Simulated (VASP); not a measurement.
An input for Quantum ESPRESSO's pw.x (written as the equivalent of a VASP run, and not itself run):

```
&CONTROL
  calculation = 'vc-relax'
  pseudo_dir = './pseudo'
  outdir = './out'
  tprnfor = .true.
  tstress = .true.
  nstep = 60
  forc_conv_thr = 0.00078
/
&SYSTEM
  ibrav = 0
  nat = 12
  ntyp = 2
  ecutwfc = 84
  occupations = 'smearing'
  smearing = 'gaussian'
  degauss = 0.003675
  input_dft = 'pbesol'
/
&ELECTRONS
  conv_thr = 7.3e-08
  electron_maxstep = 100
/
&IONS
/
&CELL
/
ATOMIC_SPECIES
  Te 127.600 Te.upf
  O 15.999 O.upf
CELL_PARAMETERS angstrom
     4.8057841   -0.0000000   -0.0000000
    -0.0000000    4.8057841    0.0000000
     0.0000000   -0.0000000    7.4540994
ATOMIC_POSITIONS crystal
  Te   0.9831409  0.9831409  0.5000000
  Te   0.5168591  0.4831409  0.7500000
  Te   0.0168591  0.0168591  0.0000000
  Te   0.4831409  0.5168591  0.2500000
  O    0.7506710  0.8598201  0.3062128
  O    0.6401799  0.2506710  0.5562128
  O    0.2493290  0.1401799  0.8062128
  O    0.3598201  0.7493290  0.0562128
  O    0.2506710  0.6401799  0.4437872
  O    0.1401799  0.2493290  0.1937872
  O    0.7493290  0.3598201  0.9437872
  O    0.8598201  0.7506710  0.6937872
K_POINTS automatic
  4 4 3 0 0 0
```

Q: Write the VASP files for the same calculation (PBEsol).

A: This is not unique; one that fits is 
KPOINTS:
```
Automatic mesh
0
Gamma
4 4 3
0 0 0
```

### INCAR
```
SYSTEM = TeO2
PREC = Accurate
ENCUT = 520
EDIFF = 1E-6
NELM = 100
ALGO = Normal
LREAL = .FALSE.
LASPH = .TRUE.
ISMEAR = 0
SIGMA = 0.05
GGA = PS
LMAXMIX = 4
LWAVE = .FALSE.
LCHARG = .FALSE.
IBRION = 2
ISIF = 3
NSW = 60
EDIFFG = -0.02
```

**POSCAR**
```
TeO2
1.0
  4.8057840862   0.0000000000   0.0000000000
  0.0000000000   4.8057840862   0.0000000000
  0.0000000000   0.0000000000   7.4540993992
Te O
4 8
Cartesian
  4.7247628638   4.7247628638   3.7270496996
  2.4839132655   2.3218708207   5.5905745494
  0.0810212224   0.0810212224   0.0000000000
  2.3218708207   2.4839132655   1.8635248498
  3.6075628712   4.1321097420   2.2825403578
  3.0765663873   1.2046708281   4.1460652076
  1.1982212150   0.6736743442   6.0095900574
  1.7292176989   3.6011132581   0.4190155080
  1.2046708281   3.0765663873   3.3080341916
  0.6736743442   1.1982212150   1.4445093418
  3.6011132581   1.7292176989   7.0350838912
  4.1321097420   3.6075628712   5.1715590414
```

POTCAR, in this order: Te O (PBE.64 set). Program: vasp_std.

What does not carry over: the potentials are each code's own (VASP's PAW set, PseudoDojo norm-conserving files in pw.x), so ENCUT and ecutwfc are chosen apart and not converted; conv_thr bounds pw.x's estimated SCF error, while EDIFF bounds the energy change between steps; forc_conv_thr acts on force components and is met together with etot_conv_thr.

The structure comes from a computed database's TeO2 entry (P4_12_12); how it stands against other phases isn't given here. This run relaxes it. Symmetry was kept, so distortions that lower it aren't found. The start is the result of an earlier pass.
